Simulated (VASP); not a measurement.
Zn:

```xyz
2
Lattice="2.6144 0.0000 0.0000 -1.3072 2.2641 0.0000 0.0000 0.0000 4.8732" Properties=species:S:1:pos:R:3 pbc="T T T"
Zn    0.0000    1.5094    1.2183
Zn    1.3072    0.7547    3.6549
```

* Program: VASP 6.6.1
* Task: relaxation of cell and atoms
* Functional: LDA
* Potentials or basis: VASP PAW LDA potentials, release 64 (Zn)
* Cutoff: 600 eV
* k mesh: 18 × 18 × 10
* Occupations: gaussian, width 0.1 eV
* Spin: no spin polarisation

At the start: pressure -4.9 GPa; volume 14.42 Å³/atom.

**Question.** How do energy, volume and symmetry change on relaxing?

**Answer.** Over 7 steps the energy falls by 13.1 meV/atom and the volume is 13.75 Å³/atom (-4.7 %); space group P6_3/mmc (No. 194, to 0.05 Å).

Step by step:
```
step  energy change (eV)  largest force (eV/Å)  pressure (GPa)  volume (Å³)
   1              0.0000                0.0000           -4.88        28.85
   2             -0.0238                0.0000            1.77        27.05
   3             -0.0259                0.0000            0.15        27.43
   4             -0.0259                0.0000            0.00        27.45
   5             -0.0260                0.0000           -0.04        27.48
   6             -0.0261                0.0000           -0.07        27.52
   7             -0.0261                0.0000            0.02        27.49
```

Final structure:
```
CELL_PARAMETERS angstrom
2.55670 0.00000 0.00000
-1.27835 2.21417 0.00000
0.00000 0.00000 4.85689
ATOMIC_POSITIONS crystal
Zn 0.33333 0.66667 0.25000
Zn 0.66667 0.33333 0.75000
```
